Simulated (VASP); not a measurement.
Output of a VASP run:

**OSZICAR**
```
       N       E                     dE             d eps       ncg     rms          rms(c)
DAV:   1     0.394615418654E+03    0.39462E+03   -0.20858E+04  1496   0.256E+03
DAV:   2     0.296386462866E+02   -0.36498E+03   -0.35899E+03  1544   0.579E+02
DAV:   3    -0.242513267402E+02   -0.53890E+02   -0.53056E+02  1728   0.192E+02
DAV:   4    -0.262888393895E+02   -0.20375E+01   -0.20358E+01  1624   0.422E+01
DAV:   5    -0.263490322018E+02   -0.60193E-01   -0.60180E-01  1880   0.729E+00    0.117E+01
DAV:   6    -0.226906713229E+02    0.36584E+01   -0.24816E+01  2416   0.521E+01    0.476E+00
DAV:   7    -0.226851382222E+02    0.55331E-02   -0.23095E+00  1672   0.999E+00    0.255E+00
DAV:   8    -0.226889914267E+02   -0.38532E-02   -0.57778E-01  2208   0.566E+00    0.105E+00
DAV:   9    -0.226670218314E+02    0.21970E-01   -0.17718E-01  2256   0.407E+00    0.261E-01
DAV:  10    -0.226690478062E+02   -0.20260E-02   -0.19213E-02  2040   0.123E+00    0.191E-01
DAV:  11    -0.226682645211E+02    0.78329E-03   -0.58100E-03  2248   0.734E-01    0.253E-02
DAV:  12    -0.226683446855E+02   -0.80164E-04   -0.67567E-04  1560   0.162E-01    0.462E-02
DAV:  13    -0.226683212433E+02    0.23442E-04   -0.16472E-04  2176   0.142E-01    0.581E-03
DAV:  14    -0.226683223201E+02   -0.10767E-05   -0.13754E-05  1864   0.343E-02    0.450E-03
DAV:  15    -0.226683224482E+02   -0.12813E-06   -0.13079E-06  1248   0.929E-03
   1 F= -.22668322E+02 E0= -.22668322E+02  d E =-.153194E-14
```

File OUTCAR:
```
------------------------ aborting loop because EDIFF is reached ----------------------------------------
  FORCE on cell =-STRESS in cart. coord.  units (eV):
  Direction    XX          YY          ZZ          XY          YZ          ZX
  --------------------------------------------------------------------------------------
  Total        0.9952455      1.6162361      1.9599592      0.0000000      0.0000000     -0.0899498
  in kB       22.6684929     36.8126631     44.6415701      0.0000000      0.0000000     -2.0487663
  external PRESSURE =      34.7075754 kB  Pullay stress =       0.0000000 kB
  volume of cell :       70.34
      direct lattice vectors                 reciprocal lattice vectors
     3.894914000  0.000000000  0.000000000     0.256745078  0.000000000  0.000000000
     0.000000000  3.818892000  0.000000000     0.000000000  0.261856057  0.000000000
     0.000000000  0.000000000  4.729148000     0.000000000  0.000000000  0.211454579
 POSITION                                       TOTAL-FORCE (eV/Angst)
 -----------------------------------------------------------------------------------
      1.94746      0.00000      3.60361         0.068186      0.000000     -0.540115
      0.00000      1.90945      1.12554         0.024943      0.000000      0.532339
      1.94746      1.90945      0.00000         0.120773      0.000000      0.143338
      0.02962      0.00000      0.00000        -0.213901      0.000000     -0.135562
 -----------------------------------------------------------------------------------
    total drift:                               -0.000043      0.000000      0.000015
  FREE ENERGIE OF THE ION-ELECTRON SYSTEM (eV)
  ---------------------------------------------------
  free  energy   TOTEN  =       -22.6683224482 eV

  energy  without entropy=      -22.6683224482  energy(sigma->0) =      -22.66832245
```
(Selected blocks of OUTCAR.)

### POSCAR
```
SnO
1
    3.8949140000     0.0000000000     0.0000000000
    0.0000000000     3.8188920000     0.0000000000
    0.0000000000     0.0000000000     4.7291480000
Sn O
2 2
Direct
  0.5000000000   0.0000000000   0.7620000000
  0.0000000000   0.5000000000   0.2380000000
  0.5000000000   0.5000000000   0.0000000000
  0.0076060000   0.0000000000   0.0000000000
```

**Question.** Write an INCAR and KPOINTS that could have produced this output.

**Answer.** Several could match; the one computed here: the input of the run itself, PBE GGA, plane waves, VASP's PBE PAW potentials (set 64).

**INCAR**
```
ALGO = Normal
EDIFF = 1E-6
ENCUT = 520
GGA = PE
ISIF = 2
ISMEAR = 0
LASPH = .TRUE.
LCHARG = .FALSE.
LMAXMIX = 4
LREAL = .FALSE.
LWAVE = .FALSE.
NELM = 100
PREC = Accurate
SIGMA = 0.05
SYSTEM = SnO
```

### KPOINTS
```
Automatic mesh
0
Monkhorst-Pack
5 5 4
0 0 0
```

POTCAR, in this order: Sn_d O (PBE.64 set). Program: vasp_std.

The compound is SnO in the litharge structure. The cell was not relaxed at this level. The run is one of a series of settings (KPOINTS 5×5×4 Monkhorst-Pack mesh against the base run), some of them coarse on purpose.
